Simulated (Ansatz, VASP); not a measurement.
**C (Graphite): VASP beside Ansatz**

Aim: how closely do two programs agree when they are given the same cell, functional and k mesh? The cell is taken from a series of runs on this material, whose earlier steps may have relaxed, scaled, displaced or heated it; both programs get it as it stands.

Calculated with Ansatz 0.2.0; plane waves, with VASP 6.6.1 beside it; PBE with D3(BJ).

### Step 1. Starting point

The structure is hexagonal, space group P6_3/mmc (No. 194). The conventional cell has a = 2.465 Å, b = 2.465 Å, c = 6.736 Å, α = 90.00°, β = 90.00°, γ = 120.00°. Nearest to C lie 3 C at 1.42 Å. Nearest to C lie 3 C at 1.42 Å.

### Step 2. VASP: relaxation of cell and atoms, PBE with D3(BJ)

The relaxed volume is the usual yardstick between codes: in a stiff, nearly cubic crystal its relative difference is about their pressure difference at one cell divided by the bulk modulus.

Lines of VASP's logs that name or quote its potential files are left out, and so is its time.

Contents of INCAR:

```
SYSTEM = C
PREC = Accurate
ENCUT = 600
EDIFF = 1E-07
NELM = 120
ISMEAR = -1
SIGMA = 0.15
LREAL = .FALSE.
ALGO = Normal
GGA = PE
IVDW = 12
NBANDS = 14
LORBIT = 11
LWAVE = .FALSE.
LCHARG = .FALSE.
ISIF = 3
IBRION = 2
NSW = 80
EDIFFG = -0.005
LASPH = .TRUE.
GGA_COMPAT = .FALSE.
NELMIN = 4
```

Contents of POSCAR:

```
C
1.0
    2.4649290000      0.0000000000      0.0000000000
   -1.2324640000      2.1346910000      0.0000000000
    0.0000000000      0.0000000000      6.7362340000
C
4
Direct
    0.0000000000      0.0000000000      0.7500000000
    0.0000000000      0.0000000000      0.2500000000
    0.3333333333      0.6666666667      0.7500000000
    0.6666666667      0.3333333333      0.2500000000
```

Contents of KPOINTS:

```
Automatic mesh
0
Gamma
24 24 8
0 0 0
```

PAW data sets: C (PBE family, release 64).

On the command line:

```console
$ mpirun -np 1 vasp_std
```

Numbers of over 12 decimals in the logs are rounded to 6 here.

Log:

```text
[banner, memory and clock lines left out]
running    1 mpi-ranks, on    1 nodes
 distrk:  each k-point on    1 cores,    1 groups
 distr:  one band on    1 cores,    1 groups

 POSCAR found type information on POSCAR C
 POSCAR found :  1 types and       4 ions
 LDA part: xc-table for (Slater+PW92), standard interpolation
 POSCAR, INCAR and KPOINTS ok, starting setup
 FFT: planning ... GRIDC
 FFT: planning ... GRID_SOFT
 FFT: planning ... GRID
 WAVECAR not read
 entering main loop
       N       E                     dE             d eps       ncg     rms          rms(c)
DAV:   1     0.469986907799E+02    0.46999E+02   -0.88141E+03  8540   0.118E+03
DAV:   2    -0.356156367074E+02   -0.82614E+02   -0.75183E+02 11786   0.220E+02
DAV:   3    -0.391841607327E+02   -0.35685E+01   -0.35406E+01 11252   0.440E+01
DAV:   4    -0.392230959084E+02   -0.38935E-01   -0.38906E-01 10646   0.535E+00
DAV:   5    -0.392238791486E+02   -0.78324E-03   -0.78280E-03 11322   0.723E-01    0.890E+00
DAV:   6    -0.374218847761E+02    0.18020E+01   -0.14568E+00 10028   0.796E+00    0.518E+00
DAV:   7    -0.368511959602E+02    0.57069E+00   -0.16987E+00  9920   0.877E+00    0.147E+00
DAV:   8    -0.368598094937E+02   -0.86135E-02   -0.70450E-02 10088   0.171E+00    0.291E-01
DAV:   9    -0.368589967371E+02    0.81276E-03   -0.19521E-03 11066   0.327E-01    0.873E-02
DAV:  10    -0.368591939815E+02   -0.19724E-03   -0.42781E-04  9896   0.149E-01    0.534E-02
DAV:  11    -0.368591948961E+02   -0.91461E-06   -0.19266E-05 10870   0.336E-02    0.338E-03
DAV:  12    -0.368591954070E+02   -0.51091E-06   -0.97776E-07 10588   0.755E-03    0.335E-03
DAV:  13    -0.368591953597E+02    0.47356E-07   -0.22284E-07 10584   0.389E-03
   1 F= -.37481650E+02 E0= -.37479290E+02  d E =-.374816E+02
[...]
2 F= -.37481659E+02 E0= -.37479290E+02  d E =-.936417E-05
[...]
3 F= -.37481678E+02 E0= -.37479313E+02  d E =-.285053E-04
[...]
4 F= -.37481729E+02 E0= -.37479362E+02  d E =-.504741E-04
[...]
5 F= -.37481846E+02 E0= -.37479473E+02  d E =-.167528E-03
 curvature:  -2.96 expect dE=-0.768E-04 dE for cont linesearch -0.557E-04
 ZBRENT: increasing intervall
 opt :   5.6925  next Energy=   -37.481933 (dE=-0.255E-03)
 bond charge predicted
       N       E                     dE             d eps       ncg     rms          rms(c)
DAV:   1    -0.368564186296E+02    0.26509E-03   -0.10908E-01  8546   0.249E+00    0.232E-01
DAV:   2    -0.368541009736E+02    0.23177E-02   -0.33430E-03  9446   0.408E-01    0.129E-01
DAV:   3    -0.368531028884E+02    0.99809E-03   -0.26873E-03  9560   0.345E-01    0.336E-02
DAV:   4    -0.368531067650E+02   -0.38767E-05   -0.98229E-05 10250   0.671E-02    0.297E-02
DAV:   5    -0.368531013684E+02    0.53967E-05   -0.15682E-05  9412   0.329E-02    0.407E-03
DAV:   6    -0.368531023020E+02   -0.93362E-06   -0.13866E-06 10724   0.971E-03    0.684E-03
DAV:   7    -0.368531029527E+02   -0.65069E-06   -0.50306E-07  9854   0.497E-03    0.466E-04
DAV:   8    -0.368531029182E+02    0.34481E-07   -0.45771E-08  5638   0.168E-03
   6 F= -.37481950E+02 E0= -.37479566E+02  d E =-.271800E-03
 curvature:  -4.63 expect dE=-0.339E-04 dE for cont linesearch -0.708E-09
 trial: gam= 0.26682 g(F)=  0.623E-43 g(S)=  0.733E-05 ort = 0.161E-06 (trialstep = 0.159E+01)
 search vector abs. value=  0.194E-04
 reached required accuracy - stopping structural energy minimisation
```

From OUTCAR (step 2):

```text
ion  position               nearest neighbor table
   1  0.000  0.000  0.750-   3 1.42   3 1.42   3 1.42
   2  0.000  0.000  0.250-   4 1.42   4 1.42   4 1.42
   3  0.333  0.667  0.750-   1 1.42   1 1.42   1 1.42
   4  0.667  0.333  0.250-   2 1.42   2 1.42   2 1.42

  LATTYP: Found a hexagonal cell.
 ALAT       =     2.4649290000
 C/A-ratio  =     2.7328308442

 Subroutine GETGRP returns: Found 24 space group operations
 (whereof 12 operations were pure point group operations)

The static configuration has the point symmetry D_3d.
 The point group associated with its full space group is D_6h.

 Found    305 irreducible k-points:

   k-points           NKPTS =    305   k-points in BZ     NKDIM =    305   number of bands    NBANDS=     14

   dimension x,y,z NGX =    20 NGY =   20 NGZ =   54
   dimension x,y,z NGXF=    40 NGYF=   40 NGZF=  108

   ENCUT  =  600.0 eV  44.10 Ry    6.64 a.u.   4.92  4.92 13.45*2*pi/ulx,y,z

   NELECT =      16.0000    total number of electrons

 k-points in reciprocal lattice and weights: Automatic mesh
   0.00000000  0.00000000  0.00000000       0.000
   0.04166667  0.00000000  0.00000000       0.001
   0.08333333  0.00000000  0.00000000       0.001
   0.12500000  0.00000000  0.00000000       0.001
   0.16666667  0.00000000  0.00000000       0.001
   0.20833333  0.00000000  0.00000000       0.001
   0.25000000  0.00000000  0.00000000       0.001
   0.29166667  0.00000000  0.00000000       0.001
   0.33333333  0.00000000  0.00000000       0.001
[...]
0.33333333  0.29166667  0.50000000       0.003
   0.33333333  0.33333333  0.50000000       0.000

 Edisp (eV)   -0.62516

 average (electrostatic) potential at core
       1 -50.7056       2 -50.7056       3 -50.6717       4 -50.6717

 E-fermi :   4.7343

 k-point     1 :       0.0000    0.0000    0.0000
  band No.  band energies     occupation
    ...
      4      -1.8016      2.00000
      5       1.6994      2.00000
      6       1.6994      2.00000
      7       1.7187      2.00000
      8       1.7187      2.00000
      9       9.0453      0.00000
     10      13.0375      0.00000
     11      13.0375      0.00000
     12      13.0917      0.00000
     13      13.0917      0.00000
    ...

 k-point     2 :       0.0417    0.0000    0.0000
  band No.  band energies     occupation
    ...
      4      -1.7545      2.00000
      5       1.5276      2.00000
      6       1.5517      2.00000
      7       1.6084      2.00000
      8       1.6311      2.00000
      9       9.0951      0.00000
     10      13.0578      0.00000
     11      13.1196      0.00000
     12      13.2164      0.00000
     13      13.2705      0.00000
    ...

 k-point     3 :       0.0833    0.0000    0.0000
  band No.  band energies     occupation
    ...
      4      -1.6138      2.00000
      5       1.0397      2.00000
      6       1.0751      2.00000
      7       1.3554      2.00000
      8       1.3851      2.00000
      9       9.2448      0.00000
     10      13.0891      0.00000
     11      13.1763      0.00000
     12      13.7334      0.00000
     13      13.7872      0.00000
    ...

 Edisp (eV)   -0.62885

  Total       0.01741     0.01741    -0.00111     0.00000    -0.00000     0.00000
  in kB       0.79383     0.79383    -0.05073     0.00000    -0.00000     0.00000
  external pressure =        0.51 kB  Pullay stress =        0.00 kB

  energy-cutoff  :      600.00
  volume of cell :       35.15
      direct lattice vectors                 reciprocal lattice vectors
     2.465111492  0.000000000  0.000000000     0.405661165  0.234208502  0.000000000
    -1.232555246  2.134849043  0.000000000    -0.000000000  0.468417195  0.000000000
    -0.000000000 -0.000000000  6.678660947    -0.000000000 -0.000000000  0.149730613

 POSITION                                       TOTAL-FORCE (eV/Angst)
 -----------------------------------------------------------------------------------
     -0.00000     -0.00000      5.00900         0.000000      0.000000      0.000000
      2.46511      0.00000      1.66967        -0.000000     -0.000000      0.000000
      0.00000      1.42323      5.00900        -0.000000      0.000000      0.000000
      1.23256      0.71162      1.66967         0.000000     -0.000000     -0.000000
 -----------------------------------------------------------------------------------
    total drift:                                0.000000     -0.000000     -0.000000

  FREE ENERGIE OF THE ION-ELECTRON SYSTEM (eV)
  ---------------------------------------------------
  free  energy   TOTEN  =       -37.4819501818 eV

  energy  without entropy=      -37.4771810977  energy(sigma->0) =      -37.47956564

 reached required accuracy - stopping structural energy minimisation

 total charge
# of ion       s       p       d       tot
------------------------------------------
    1        0.862   1.787   0.000   2.649
    2        0.862   1.787   0.000   2.649
    3        0.861   1.791   0.000   2.652
    4        0.861   1.791   0.000   2.652
--------------------------------------------------
tot          3.447   7.156   0.000  10.603

[... 3 further parts left out ...]
```

Dispersion corrections of this kind ignore metallic screening and tend to overbind metals. The run keeps the 24 symmetry operations of its start, so it cannot find a distortion of lower symmetry.

### Step 3. Ansatz: relaxation of cell and atoms, PBE with D3(BJ)

Ansatz runs on its PAW soft_1 files.

The same cell, functional, mesh and smearing now go to Ansatz, which takes its cutoff from its data sets.

Contents of input.yaml:

```yaml
crystal:
  lattice:
    - [2.4649286404, 0.0, 0.0]
    - [-1.2324643202, 2.1346908211, 0.0]
    - [0.0, 0.0, 6.7362339217]
  atoms:
    - { symbol: C, position: [0.0, 0.0, 0.75] }
    - { symbol: C, position: [0.0, 0.0, 0.25] }
    - { symbol: C, position: [0.3333333333, 0.6666666667, 0.75] }
    - { symbol: C, position: [0.6666666667, 0.3333333333, 0.25] }
kpoints:
  mp_grid: { grid: [24, 24, 8] }
hamiltonian:
  xc: pbe
  dispersion: d3bj
  pseudopotentials: { kind: paw, azcp: { folder: soft_1 } }
scf:
  occupations: { method: fermi_dirac, width: 0.15 }
output:
  forces: true
  stress: true
  eigenvalues: true
relax:
  adjacent_minimum: "off"
  f_tol: 0.001
  max_steps: 60
  cell: { stress_tol: 0.01 }
```

On the command line:

```console
$ ansatz run input.yaml --threads 4 --pin off --max-ram 8192MiB --backend cpu --events-out ev --progress --plain --runs-dir out
```

Log:

```text
Engine: ansatz 0.2.0, x86_64-unknown-linux-gnu
Pseudopotentials: kind: paw
Pseudopotential: C, paw, valence charge 4, recommended cutoff 420 eV (normal), soft_1/C.paw.azcp
Functional definition: PBE
  parameter kappa = 0.804
  parameter beta = 0.066725
  exchange = pbe_x(kappa = kappa, mu = beta*pi^2/3)
  correlation = pbe_c(beta = beta)
Crystal: 4 atoms, lattice volume = 35.445 Å³
Basis set: ecut = 420 eV, 665 PW (Γ), exchange–correlation on 36×36×96 points (8 copies of the dense FFT grid, shifted against one another)
Bands: 12, of which v1, the nominal top of the filled ones, is band 8 counted from 1 (7 counted from 0)
Symmetry: 24 space group operations
Space group: P63/mmc (ITA 194), of the structure as read, at distance tolerance 3.3e-5 Å
k-points: 305 of 4608
Non-local potential: C, projectors of the file, l = 0: 2, l = 1: 2, l = 2: 1
PAW form: soft (Blöchl's): semilocal exchange-correlation on the pseudo side does not see the compensation charge
PAW one-centre angular grid: C, 110 points (default); XC on 64 Gauss nodes
Initial density: superposition of atomic densities (chi_scale 0.1, normalization cell)
Initial wavefunctions: pseudopotential atomic-orbital guess
Functional: x = pbe(κ = 0.804, μ = 0.219515), c = pbe(β = 0.066725)
SCF iter   1: F=—  HF=-1006.486701 eV  |F-HF|=—  |Δ(HF+E_count)|=         —  Δρ=1.28e-1  dr2=5.05e0  ethr=3.10e-3  ⟨swp⟩=5.4  Hψ=20569  notcnv=0
preconditioner: auto → none  [metal: Δε(μ)=0.189 eV  Ē_g=16.340 eV  σ=0.150 eV  W_gap=0.28  n_scr=4 (ndim 8)  ℏωp=24.9 eV  f_vac=0.000  D(μ)=0.06/eV (n_scr^D=0)  sad-step TF]
SCF iter   2: F=—  HF=-1005.248082 eV  |F-HF|=—  |Δ(HF+E_count)|=    1.24e0  Δρ=7.56e-2  dr2=2.11e0  ethr=3.10e-3  ⟨swp⟩=2.9  Hψ=9653  notcnv=0
SCF iter   3: F=—  HF=-1004.332689 eV  |F-HF|=—  |Δ(HF+E_count)|=   9.15e-1  Δρ=7.50e-3  dr2=9.36e-3  ethr=3.10e-3  ⟨swp⟩=3.3  Hψ=10323  notcnv=0
SCF iter   4: F=—  HF=-1004.342373 eV  |F-HF|=—  |Δ(HF+E_count)|=   9.68e-3  Δρ=8.06e-4  dr2=1.73e-4  ethr=5.85e-5  ⟨swp⟩=2.2  Hψ=7648  notcnv=0
SCF iter   5: F=—  HF=-1004.342592 eV  |F-HF|=—  |Δ(HF+E_count)|=   2.20e-4  Δρ=1.24e-4  dr2=4.70e-6  ethr=1.08e-6  ⟨swp⟩=2.2  Hψ=5877  notcnv=0
SCF iter   6: F=—  HF=-1004.342628 eV  |F-HF|=—  |Δ(HF+E_count)|=   3.59e-5  Δρ=1.64e-5  dr2=5.36e-8  ethr=6.25e-10  ⟨swp⟩=5.9  Hψ=25185  notcnv=0
SCF iter   7: F=-1004.342628 eV  HF=-1004.342628 eV  |F-HF|=1.23e-10  |Δ(HF+E_count)|=   1.03e-7  Δρ=2.69e-6  dr2=1.75e-9  ethr=3.35e-10  ⟨swp⟩=2.4  Hψ=13693  notcnv=0
SCF 1 converged in 7 iterations: F = -1004.342628 eV  dr2 = 1.75e-9
  greatest PAW one-centre occupation: 0.674 electrons in one spin orbital (limit 2), on the C atom at site 1 (counted from 0), in its partial waves of l = 0
relax step   1: F+E_penalty+E_count = -1004.34262841 eV  Δ(F+E_penalty+E_count) = +0.000e0 eV  max|allowed force component| = 2.220e-16 eV/Å  Δτ_max = 0.0000 Å  P = +0.015 GPa  Ω = 35.445 Å³  (7 SCF iters, dr2 threshold 1.00e-7 eV, accepted)
[...]
relax step   2: F+E_penalty+E_count = -1004.34261170 eV  Δ(F+E_penalty+E_count) = +1.672e-5 eV  max|allowed force component| = 1.129e-15 eV/Å  Δτ_max = 0.0000 Å  P = +0.003 GPa  Ω = 35.453 Å³  energy of the carried Pulay correction = -1.698e-5 eV  (7 SCF iters, dr2 threshold 7.70e-10 eV, accepted)
[...]
relax step   3: F+E_penalty+E_count = -1004.34262473 eV  Δ(F+E_penalty+E_count) = -1.303e-5 eV  max|allowed force component| = 1.184e-15 eV/Å  Δτ_max = 0.0000 Å  P = +0.004 GPa  Ω = 35.453 Å³  stress off target by 4.81e-3 GPa  SCF on the basis re-selected at this cell (its energy is not comparable with the rows above)  (8 SCF iters)
basis re-selected at this cell: Δ(F+E_penalty+E_count) = -1.303e-5 eV, ΔP = +0.001 GPa vs the last step (what re-selecting the basis moved, of the pressure what is left beyond the Pulay correction that the steps carried, after the strain that the cell walked since its last selection, with what the two solves' SCF thresholds leave and, on support functions, any second-order correction that the steps lacked; it is no m [...]
SCF converged after 8 iterations
Free energy (F): -1004.342625 eV
Harris-Foulkes:  -1004.342625 eV  (|F-HF|=2.27e-13)
Internal energy: -1004.337909 eV  (E = F + TS)
E sigma→0 (E₀):  -1004.340267 eV
Entropy (-TS):   -0.004716 eV (-1.179 meV/atom)
Fermi energy:    6.971628 eV
--- Per-component energies (eV) ---
  E_band       = -34.744068
  E_kinetic    = 354.278285
  E_local      = -590.673030  (includes V_loc(G=0)·N_el)
  E_nonlocal   = 93.776909
  E_hartree    = 185.347167
  E_xc         = -187.925312
  E_vxc        = -231.445181  (∫ρ·V_xc dr)
  E_paw        = -400.403066  (= ΣΔE_a)
  E_vpaw       = -31.375450  (= ΣTr[D̂ρ^β])
  E_aug_tail   = 0.000066  (compensation charges beyond the density's cutoff)
  E_ewald      = -458.116515
  E_disp       = -0.622413  (pairwise vdW)
  E_smearing   = -0.004716  (= −TS)
  E_closure    = 0.000000  (closes the sum)
  Σ components = -1004.342625   (vs F -1004.342625, Δ=0.00e0)
--- Forces (eV/Å), atoms counted from 1 ---
  atom   1  C      0.00000000    -0.00000000     0.00000000
  atom   2  C      0.00000000     0.00000000    -0.00000000
  atom   3  C     -0.00000000     0.00000000    -0.00000000
  atom   4  C      0.00000000    -0.00000000     0.00000000
  max |Σ_I F_I| component: 1.48e-16 eV/Å
--- Stress (GPa, compression-positive) ---
        0.004812      -0.000000      -0.000000
       -0.000000       0.004812       0.000000
       -0.000000       0.000000       0.002934
  P = ⅓ Tr σ = 0.0042 GPa (0.042 kbar)
--- Band table (eV; the first three rows and the last of 305) ---
  k-point 0: bands = [... 4 lower, 3.9388, 3.9388, 3.9561, 3.9561, 11.2104, 15.3004, 15.3004, 15.3499]
  k-point 1: bands = [... 4 lower, 3.9394, 3.9394, 3.9555, 3.9555, 11.4002, 15.3022, 15.3022, 15.3482]
  k-point 2: bands = [... 4 lower, 3.9414, 3.9414, 3.9535, 3.9535, 11.9436, 15.3076, 15.3076, 15.3424]
  k-point 304: bands = [... 4 lower, -3.5935, -3.5935, 6.9476, 6.9476, 6.9668, 6.9668, 17.1318, 17.1318]
--- Relaxed structure (2 steps of the walk, 2 accepted, 1 SCFs on fresh bases) ---
  F+E_penalty+E_count = -1004.34262473 eV   max|allowed force component| = 1.184e-15 eV/Å   (the final SCF, on the basis selected at the relaxed cell)
  cell:  # Å, volume = 35.4525 Å³
    - [2.464952, 0.0, 0]
    - [-1.232476, 2.134711, 0]
    - [0, 0, 6.737509]
  atoms:
    - { symbol: C, position: [0, 0, 0.750000] }
    - { symbol: C, position: [0, 0, 0.250000] }
    - { symbol: C, position: [0.333333, 0.666667, 0.750000] }
    - { symbol: C, position: [0.666667, 0.333333, 0.250000] }
```

The column dr2 measures how far the density is from self-consistency, as an energy; F and HF (Harris–Foulkes) agree once it is small.

### Step 4. Comparison

Known differences besides the potentials themselves: the cutoff is 420 eV in Ansatz and 600 eV in VASP; Ansatz adds a Pulay correction to the stress that steers its cell, VASP none. Total energies have different zeros and are not compared.

The two programs side by side:

```
                                         quantity  Ansatz   VASP  difference
                                      volume (Å³)   35.45  35.15     +0.87 %
edge a after relaxation, in the typed setting (Å)   2.465  2.465     +0.00 %
edge c after relaxation, in the typed setting (Å)   6.737  6.679     +0.88 %
```

### Step 5. What came out

```json
{
 "difference in edge c after relaxation, in the typed setting (relaxation of cell and atoms, PBE with D3(BJ))": "0.88 %"
}
```

The difference in edge c after relaxation, in the typed setting is 0.88 % (relaxation of cell and atoms, PBE with D3(BJ)), within the 1.2 % picked in this series as the mark of a large difference, as far as the stopping tolerances let one tell. Such differences can come from data sets, numerical settings and the points named under the comparisons, not from the functional's error against experiment.

[Lines on the potential files, build, host, timing and source positions are cut from VASP's logs without a mark.]

[Logs are printed without paths, hosts, clocks, repeated set-up lines and the standing remarks that a program may print on its own settings, such as how far it seeks lower states.]

[Hosts, paths, dates, database ids (printed as entryN), source tags and the programs' standing remarks are cut or masked in the printed files.]
